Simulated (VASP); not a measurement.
Data:

```xyz
3
Lattice="1.8300 -3.1697 0.0000 1.8300 3.1697 0.0000 0.0000 0.0000 5.8200" Properties=species:S:1:pos:R:3 pbc="T T T"
Zr     0.0000     0.0000     0.0000
S      1.8300     1.0566     1.4550
S      1.8300    -1.0566     4.3650
```

All values below come from PBE GGA, VASP's PBE PAW potentials (set 64) (plane waves; VASP 6.6.1). Settings: 400 eV cut-off, KSPACING 0.6 per Å, Gaussian smearing of 0.050 eV, potentials Zr_sv S.

**Question.** Give the stress tensor in GPa (positive for a compressed cell).

**Answer.** 
```
1.03  0.00  0.00
0.00  1.03  0.00
0.00  0.00  1.77
```
The pressure is its mean diagonal, 1.28 GPa.

The compound is ZrS2 in the 1T layered structure. The cell was not relaxed at this level. The run is one of a series of settings (KGAMMA = .FALSE., KSPACING = 0.6, KPOINTS file removed against the base run), some of them coarse on purpose.
